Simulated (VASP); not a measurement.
# LiF (Griceite): what moves the LDA gap besides the functional

Aim: test what besides the functional moves the gap of LiF (Griceite). The starting structure is a measured crystal structure from the Crystallography Open Database. Cell and atoms stay as given unless a step says otherwise.

Program: VASP 6.6.1. Level of theory: Kohn-Sham DFT with plane waves and PAW; LDA. Results are calculated unless marked as measured.

### Step 1. Starting point

Symmetry: Fm-3m, No. 225, cubic system. The conventional cell has a = 4.028 Å, b = 4.028 Å, c = 4.028 Å, α = 90.00°, β = 90.00°, γ = 90.00°. Nearest to F lie 6 Li at 2.01 Å. Li has 6 F at 2.01 Å nearest. Farther neighbours and most contacts between anions are not listed.

As a file:

```xyz
2
Lattice="0.0000 2.0140 2.0140 2.0140 0.0000 2.0140 2.0140 2.0140 0.0000" Properties=species:S:1:pos:R:3 pbc="T T T"
F     2.0140    2.0140    2.0140
Li    0.0000    0.0000    0.0000
```

### Step 2. Reference bands

The input, INCAR:

```
SYSTEM = LiF
PREC = Accurate
ENCUT = 580
EDIFF = 1E-06
NELM = 100
ISMEAR = 0
SIGMA = 0.03
LREAL = .FALSE.
ALGO = Normal
GGA = CA
NBANDS = 17
LORBIT = 11
LWAVE = .FALSE.
LCHARG = .FALSE.
KPAR = 4
LASPH = .TRUE.
```

The input, POSCAR:

```
LiF
1.0
    0.0000000000      2.0140000000      2.0140000000
    2.0140000000      0.0000000000      2.0140000000
    2.0140000000      2.0140000000      0.0000000000
F Li
1 1
Direct
    0.5000000000      0.5000000000      0.5000000000
    0.0000000000      0.0000000000      0.0000000000
```

The input, KPOINTS:

```
Automatic mesh
0
Gamma
10 10 10
0 0 0
```

The input, KPOINTS_OPT:

```
Line mode
10
Line-mode
Reciprocal
  0.00000000   0.00000000   0.00000000 GAMMA
  0.50000000   0.00000000   0.50000000 X

  0.50000000   0.00000000   0.50000000 X
  0.50000000   0.25000000   0.75000000 W

  0.50000000   0.25000000   0.75000000 W
  0.37500000   0.37500000   0.75000000 K

  0.37500000   0.37500000   0.75000000 K
  0.00000000   0.00000000   0.00000000 GAMMA

  0.00000000   0.00000000   0.00000000 GAMMA
  0.50000000   0.50000000   0.50000000 L

  0.50000000   0.50000000   0.50000000 L
  0.62500000   0.25000000   0.62500000 U

  0.62500000   0.25000000   0.62500000 U
  0.50000000   0.25000000   0.75000000 W

  0.50000000   0.25000000   0.75000000 W
  0.50000000   0.50000000   0.50000000 L

  0.50000000   0.50000000   0.50000000 L
  0.37500000   0.37500000   0.75000000 K

  0.62500000   0.25000000   0.62500000 U
  0.50000000   0.00000000   0.50000000 X
```

The projector-augmented-wave data sets are F and Li_sv (LDA family, release 64).

Started as:

```
$ mpirun -np 4 vasp_std
```

The log of the run:

```text
[banner, memory and clock lines left out]
running    4 mpi-ranks, on    1 nodes
 distrk:  each k-point on    1 cores,    4 groups
 distr:  one band on    1 cores,    1 groups

 POSCAR found type information on POSCAR F Li
 POSCAR found :  2 types and       2 ions
 LDA part: xc-table for (Slater(with rela. corr.)+CA(PZ))
 , standard interpolation
 POSCAR, INCAR and KPOINTS ok, starting setup
 FFT: planning ... GRIDC
 FFT: planning ... GRID_SOFT
 FFT: planning ... GRID
 WAVECAR not read
 entering main loop
       N       E                     dE             d eps       ncg     rms          rms(c)
DAV:   1     0.395244868461E+02    0.39524E+02   -0.53980E+03  1638   0.644E+02
DAV:   2    -0.975660492289E+01   -0.49281E+02   -0.47934E+02  2148   0.171E+02
DAV:   3    -0.109597275009E+02   -0.12031E+01   -0.12009E+01  1823   0.226E+01
DAV:   4    -0.109654261517E+02   -0.56987E-02   -0.56980E-02  2050   0.170E+00
DAV:   5    -0.109654518986E+02   -0.25747E-04   -0.25747E-04  1830   0.963E-02    0.423E+00
DAV:   6    -0.104900963389E+02    0.47536E+00   -0.19295E+00  1894   0.648E+00    0.136E+00
DAV:   7    -0.104786921283E+02    0.11404E-01   -0.14871E-02  2221   0.815E-01    0.799E-01
DAV:   8    -0.104729011884E+02    0.57909E-02   -0.92079E-03  2393   0.752E-01    0.108E-01
DAV:   9    -0.104728542069E+02    0.46981E-04   -0.66872E-04  1755   0.183E-01    0.383E-02
DAV:  10    -0.104728720147E+02   -0.17808E-04   -0.24626E-05  2085   0.273E-02    0.971E-03
DAV:  11    -0.104728710945E+02    0.92022E-06   -0.23456E-06  1874   0.122E-02
   1 F= -.10472871E+02 E0= -.10472871E+02  d E =-.346938E-20
 Start KPOINTS_OPT (optional k-point list driver)
k-point batch [1-47\100]
       N       E                     dE             ncg
DAV:   1    -0.415063263713E+04   -0.21967E+05     1622
DAV:   2    -0.640032837769E+04   -0.22497E+04     2137
DAV:   3    -0.645487314757E+04   -0.54545E+02     1798
DAV:   4    -0.645513078824E+04   -0.25764E+00     2090
DAV:   5    -0.645513247554E+04   -0.16873E-02     1837
DAV:   6    -0.645513249212E+04   -0.16578E-04     2009
DAV:   7    -0.645513249232E+04   -0.20213E-06     1705
[...]
k-point batch [95-100\100]
       N       E                     dE             ncg
DAV:   1     0.210836306927E+05   -0.37904E+04      204
DAV:   2     0.208230041048E+05   -0.26063E+03      268
DAV:   3     0.208173833025E+05   -0.56208E+01      256
DAV:   4     0.208173645663E+05   -0.18736E-01      253
DAV:   5     0.208173645012E+05   -0.65112E-04      268
DAV:   6     0.208173645008E+05   -0.36097E-06      255
```

The job ended after 5.6 s (4 MPI ranks of AMD EPYC 9R45, shared host; peak memory 0.47 GiB).

Lines that name or quote the potential files are left out of all logs, and their timing lines are given in words.

Parts of OUTCAR (step 2):

```text
ion  position               nearest neighbor table
   1  0.500  0.500  0.500-   2 2.01   2 2.01   2 2.01   2 2.01   2 2.01   2 2.01
   2  0.000  0.000  0.000-   1 2.01   1 2.01   1 2.01   1 2.01   1 2.01   1 2.01

  LATTYP: Found a face centered cubic cell.
 ALAT       =     4.0280000000

 Subroutine GETGRP returns: Found 48 space group operations
 (whereof 48 operations were pure point group operations)

The static configuration has the point symmetry O_h .

 Found     47 irreducible k-points:

   k-points           NKPTS =     47   k-points in BZ     NKDIM =     47   number of bands    NBANDS=     17

   dimension x,y,z NGX =    24 NGY =   24 NGZ =   24
   dimension x,y,z NGXF=    48 NGYF=   48 NGZF=   48

   ENCUT  =  580.0 eV  42.63 Ry    6.53 a.u.   5.59  5.59  5.59*2*pi/ulx,y,z

   NELECT =      10.0000    total number of electrons

 k-points in reciprocal lattice and weights: Automatic mesh
   0.00000000  0.00000000  0.00000000       0.001
   0.10000000  0.00000000  0.00000000       0.008
   0.20000000  0.00000000  0.00000000       0.008
   0.30000000  0.00000000  0.00000000       0.008
   0.40000000  0.00000000  0.00000000       0.008
   0.50000000  0.00000000  0.00000000       0.004
   0.10000000  0.10000000  0.00000000       0.006
   0.20000000  0.10000000  0.00000000       0.024
   0.30000000  0.10000000  0.00000000       0.024
[...]
-0.30000000  0.40000000  0.20000000       0.024
  -0.30000000  0.50000000  0.20000000       0.012

 average (electrostatic) potential at core
       1 -76.6482       2 -63.7808

 E-fermi :  -1.1154

 k-point     1 :       0.0000    0.0000    0.0000
  band No.  band energies     occupation
      1     -41.0483      2.00000
      2     -20.8692      2.00000
      3      -1.3008      2.00000
      4      -1.3008      2.00000
      5      -1.3008      2.00000
      6       7.5329      0.00000
      7      22.1574      0.00000
      8      22.1574      0.00000
      9      22.1574      0.00000
     10      22.6063      0.00000
    ...

 k-point     2 :       0.1000    0.0000    0.0000
  band No.  band energies     occupation
      1     -41.0417      2.00000
      2     -20.8293      2.00000
      3      -1.5963      2.00000
      4      -1.3242      2.00000
      5      -1.3242      2.00000
      6       7.8183      0.00000
      7      19.5242      0.00000
      8      20.9303      0.00000
      9      20.9303      0.00000
     10      23.6333      0.00000
    ...

 k-point     3 :       0.2000    0.0000    0.0000
  band No.  band energies     occupation
      1     -41.0244      2.00000
      2     -20.7219      2.00000
      3      -2.3025      2.00000
      4      -1.3841      2.00000
      5      -1.3841      2.00000
      6       8.4434      0.00000
      7      17.0726      0.00000
      8      19.4395      0.00000
      9      19.4395      0.00000
     10      24.6104      0.00000
    ...

  Total       -0.6979603     -0.6979603     -0.6979603      0.0000000      0.0000000      0.0000000
  in kB      -68.4436067    -68.4436067    -68.4436067      0.0000000      0.0000000      0.0000000
  external PRESSURE =     -68.4436067 kB  Pullay stress =       0.0000000 kB

  energy-cutoff  :      580.00
  volume of cell :       16.34
      direct lattice vectors                 reciprocal lattice vectors
     0.000000000  2.014000000  2.014000000    -0.248262165  0.248262165  0.248262165
     2.014000000  0.000000000  2.014000000     0.248262165 -0.248262165  0.248262165
     2.014000000  2.014000000  0.000000000     0.248262165  0.248262165 -0.248262165

 POSITION                                       TOTAL-FORCE (eV/Angst)
 -----------------------------------------------------------------------------------
      2.01400      2.01400      2.01400         0.000000     -0.000000      0.000000
      0.00000      0.00000      0.00000        -0.000000      0.000000     -0.000000
 -----------------------------------------------------------------------------------
    total drift:                               -0.000000     -0.000000      0.000000

  FREE ENERGIE OF THE ION-ELECTRON SYSTEM (eV)
  ---------------------------------------------------
  free  energy   TOTEN  =       -10.4728710945 eV

  energy  without entropy=      -10.4728710945  energy(sigma->0) =      -10.47287109

 total charge
# of ion       s       p       d       tot
------------------------------------------
    1        1.716   4.382   0.000   6.098
    2        2.016   0.067   0.000   2.083
--------------------------------------------------
tot          3.731   4.449   0.000   8.180

[... 3 further parts left out ...]
```

At this level the cell is under a tension of 6.8 GPa, so at these settings it is away from equilibrium.

The reference gap is 8.832 eV.

### Step 3. Bands with cell and atoms relaxed by LDA

Against step 2 the input has another starting structure. The cell comes from a relaxation at this level, not shown (14.79 Å³).

INCAR is that of step 2.

The input, POSCAR:

```
LiF
1.0
    0.0000000000      1.9484551656      1.9484551656
    1.9484551656      0.0000000000      1.9484551656
    1.9484551656      1.9484551656      0.0000000000
F Li
1 1
Direct
    0.5000000000      0.5000000000      0.5000000000
    0.0000000000      0.0000000000      0.0000000000
```

KPOINTS is that of step 2.

KPOINTS_OPT is that of step 2.

Started as:

```
$ mpirun -np 4 vasp_std
```

The log of the run:

```text
[... set-up lines as in an earlier step ...]
 entering main loop
       N       E                     dE             d eps       ncg     rms          rms(c)
DAV:   1     0.392275126295E+02    0.39228E+02   -0.53886E+03  1622   0.650E+02
DAV:   2    -0.991715305885E+01   -0.49145E+02   -0.47855E+02  2184   0.171E+02
DAV:   3    -0.109890739257E+02   -0.10719E+01   -0.10699E+01  1792   0.217E+01
DAV:   4    -0.109927941946E+02   -0.37203E-02   -0.37200E-02  2031   0.142E+00
[...]
DAV:   9    -0.105008472236E+02    0.43081E-04   -0.65977E-04  1755   0.186E-01    0.370E-02
DAV:  10    -0.105008610021E+02   -0.13778E-04   -0.21922E-05  2196   0.269E-02    0.870E-03
DAV:  11    -0.105008602814E+02    0.72065E-06   -0.18411E-06  1713   0.113E-02
   1 F= -.10500860E+02 E0= -.10500860E+02  d E =-.557803E-20
 Start KPOINTS_OPT (optional k-point list driver)
k-point batch [1-47\100]
       N       E                     dE             ncg
DAV:   1    -0.390425742630E+04   -0.22117E+05     1630
DAV:   2    -0.614325307897E+04   -0.22390E+04     2121
DAV:   3    -0.619361244281E+04   -0.50359E+02     1829
DAV:   4    -0.619380796599E+04   -0.19552E+00     2066
DAV:   5    -0.619380892107E+04   -0.95508E-03     1839
DAV:   6    -0.619380892881E+04   -0.77367E-05     2008
DAV:   7    -0.619380892891E+04   -0.10266E-06     1691
[...]
k-point batch [95-100\100]
       N       E                     dE             ncg
DAV:   1     0.210732338789E+05   -0.36938E+04      204
DAV:   2     0.207947356225E+05   -0.27850E+03      285
DAV:   3     0.207890681424E+05   -0.56675E+01      254
DAV:   4     0.207890557058E+05   -0.12437E-01      287
DAV:   5     0.207890556731E+05   -0.32694E-04      262
DAV:   6     0.207890556730E+05   -0.84729E-07      270
```

The job ended after 5.4 s (4 MPI ranks; peak memory 0.45 GiB; 19 s of CPU time).

OUTCAR, selected parts (step 3):

```text
  Total        0.0387537      0.0387537      0.0387537      0.0000000      0.0000000     -0.0000000
  in kB        4.1968409      4.1968409      4.1968409      0.0000000      0.0000000     -0.0000000
  external PRESSURE =       4.1968409 kB  Pullay stress =       0.0000000 kB

 POSITION                                       TOTAL-FORCE (eV/Angst)
 -----------------------------------------------------------------------------------
      1.94846      1.94846      1.94846         0.000000      0.000000     -0.000000
      0.00000      0.00000      0.00000         0.000000      0.000000      0.000000
 -----------------------------------------------------------------------------------
    total drift:                               -0.000000     -0.000000      0.000000

  FREE ENERGIE OF THE ION-ELECTRON SYSTEM (eV)
  ---------------------------------------------------
  free  energy   TOTEN  =       -10.5008602814 eV

  energy  without entropy=      -10.5008602814  energy(sigma->0) =      -10.50086028

[... 1 part as in an earlier step ...]

[... 2 further parts left out ...]
[key lines of the parts left out:]
E-fermi :  -0.4628
```

With cell and atoms relaxed by LDA the gap is 9.782 eV, +0.950 eV from the reference.

### Step 4. Bands with a 12×12×12 mesh

Against step 2 the input has a 12×12×12 mesh.

INCAR is that of step 3.

The input, POSCAR:

```
LiF
1.0
    0.0000000000      2.0140000000      2.0140000000
    2.0140000000      0.0000000000      2.0140000000
    2.0140000000      2.0140000000      0.0000000000
F Li
1 1
Direct
    0.5000000000      0.5000000000      0.5000000000
    0.0000000000      0.0000000000      0.0000000000
```

The input, KPOINTS:

```
Automatic mesh
0
Gamma
12 12 12
0 0 0
```

KPOINTS_OPT is that of step 3.

Started as:

```
$ mpirun -np 4 vasp_std
```

The log of the run:

```text
[... set-up lines as in an earlier step ...]
 entering main loop
       N       E                     dE             d eps       ncg     rms          rms(c)
DAV:   1     0.384991823053E+02    0.38499E+02   -0.52979E+03  2472   0.642E+02
DAV:   2    -0.982816958756E+01   -0.48327E+02   -0.46933E+02  3340   0.167E+02
DAV:   3    -0.109603326082E+02   -0.11322E+01   -0.11298E+01  2811   0.220E+01
DAV:   4    -0.109654402142E+02   -0.51076E-02   -0.51071E-02  3075   0.158E+00
[...]
DAV:   9    -0.104728666620E+02    0.48485E-04   -0.66396E-04  2696   0.183E-01    0.384E-02
DAV:  10    -0.104728845431E+02   -0.17881E-04   -0.24903E-05  3268   0.273E-02    0.954E-03
DAV:  11    -0.104728836472E+02    0.89588E-06   -0.22288E-06  2845   0.120E-02
   1 F= -.10472884E+02 E0= -.10472884E+02  d E =-.236711E-11
 Start KPOINTS_OPT (optional k-point list driver)
k-point batch [1-72\100]
       N       E                     dE             ncg
DAV:   1    -0.648518432369E+04   -0.37283E+05     2512
DAV:   2    -0.984852248915E+04   -0.33633E+04     3333
DAV:   3    -0.992902407589E+04   -0.80502E+02     2784
DAV:   4    -0.992937609314E+04   -0.35202E+00     3131
DAV:   5    -0.992937799977E+04   -0.19066E-02     2795
DAV:   6    -0.992937801490E+04   -0.15136E-04     3051
DAV:   7    -0.992937801510E+04   -0.19783E-06     2599
k-point batch [73-100\100]
       N       E                     dE             ncg
DAV:   1     0.151627301679E+05   -0.17417E+05      952
DAV:   2     0.138706813310E+05   -0.12920E+04     1287
DAV:   3     0.138426727855E+05   -0.28009E+02     1153
DAV:   4     0.138425902593E+05   -0.82526E-01     1253
DAV:   5     0.138425900176E+05   -0.24173E-03     1146
DAV:   6     0.138425900166E+05   -0.10063E-05     1149
DAV:   7     0.138425900166E+05   -0.13584E-07     1149
```

Run time: 6.6 s. Hardware: 4 MPI ranks; peak memory 0.51 GiB.

From OUTCAR (step 4):

```text
  Total       -0.6978644     -0.6978644     -0.6978644      0.0000000      0.0000000      0.0000000
  in kB      -68.4342091    -68.4342091    -68.4342091      0.0000000      0.0000000      0.0000000
  external PRESSURE =     -68.4342091 kB  Pullay stress =       0.0000000 kB

 POSITION                                       TOTAL-FORCE (eV/Angst)
 -----------------------------------------------------------------------------------
      2.01400      2.01400      2.01400        -0.000000      0.000000     -0.000000
      0.00000      0.00000      0.00000         0.000000     -0.000000      0.000000
 -----------------------------------------------------------------------------------
    total drift:                               -0.000000     -0.000000      0.000000

  FREE ENERGIE OF THE ION-ELECTRON SYSTEM (eV)
  ---------------------------------------------------
  free  energy   TOTEN  =       -10.4728836472 eV

  energy  without entropy=      -10.4728836472  energy(sigma->0) =      -10.47288365

[... 1 part as in an earlier step ...]

[... 2 further parts left out ...]
[key lines of the parts left out:]
E-fermi :  -1.1731
```

With a 12×12×12 mesh the gap is 8.832 eV, +0.000 eV from the reference.

### Step 5. All runs side by side

```csv
run,gap (eV),change (eV),core minutes
reference,8.832,-,0.373
cell and atoms relaxed by LDA,9.782,0.95,0.36
a 12×12×12 mesh,8.832,0.0,0.44
```

Core minutes are wall time times ranks of the run shown, on a shared host.

### Step 6. What came out

* reference gap: 8.832 eV
* gap with cell and atoms relaxed by LDA: 9.782 eV
* gap with a 12×12×12 mesh: 8.832 eV

Among the runs that read a gap along the path, the one with cell and atoms relaxed by LDA moves it most, by +0.950 eV. On finer settings it changes by +0.000 eV with a 12×12×12 mesh. The functional's own error isn't tested here. Further runs on this material are not shown.

[Lines on the potential files, build, host, timing and source positions are cut from VASP's logs without a mark.]

[Logs are printed without paths, hosts, clocks, repeated set-up lines and the standing remarks that a program may print on its own settings, such as how far it seeks lower states.]

[Hosts, paths, dates, database ids (printed as entryN), source tags and the programs' standing remarks are cut or masked in the printed files.]
